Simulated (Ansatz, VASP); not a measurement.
**CsAs7 in VASP and in Ansatz**

```
CELL_PARAMETERS angstrom
-3.55064 3.55064 3.55064
3.55064 -3.55064 3.55064
3.55064 3.55064 -3.55064
ATOMIC_POSITIONS crystal
Cs 0.00000 0.00000 0.00000
As 0.00000 0.50000 0.50000
As 0.50000 0.50000 0.00000
As 0.50000 0.00000 0.50000
As 0.00000 0.00000 0.50000
As 0.00000 0.50000 0.00000
As 0.50000 0.00000 0.00000
As 0.50000 0.50000 0.50000
```

Change from the starting cell: species swapped into the Fe7Co type (Im-3m, No. 229).

Alike in both runs: functional PBE; k mesh 8 × 8 × 8; occupations gaussian, width 0.1 eV; no spin polarisation.

Ansatz relaxed the structure, and its values are those at the end. VASP's run is a single point on that final structure, the one shown.

|  | VASP | Ansatz |
| --- | --- | --- |
| version | VASP 6.6.1 | Ansatz 0.2.0 |
| potentials or method | VASP PAW PBE potentials, release 64 (Cs_sv, As) | scalar-relativistic, plane waves, PAW |
| plane-wave cutoff (eV) | 520 | 420 |
| valence electrons in the cell | 44 | 114 |

Ansatz gave:

* gap on the k mesh at the Fermi level (eV): none
* pressure (GPa): 0.0

Question: What did VASP give for the same quantities?

Answer: gap on the k mesh at the Fermi level (eV): none; pressure (GPa): 0.2.

A gap of «none» marks a metal or a gap that the smearing closes. The two sets of potentials don't hold the same shells in valence.

The runs have no spin-orbit coupling, so splittings on Cs are missing.
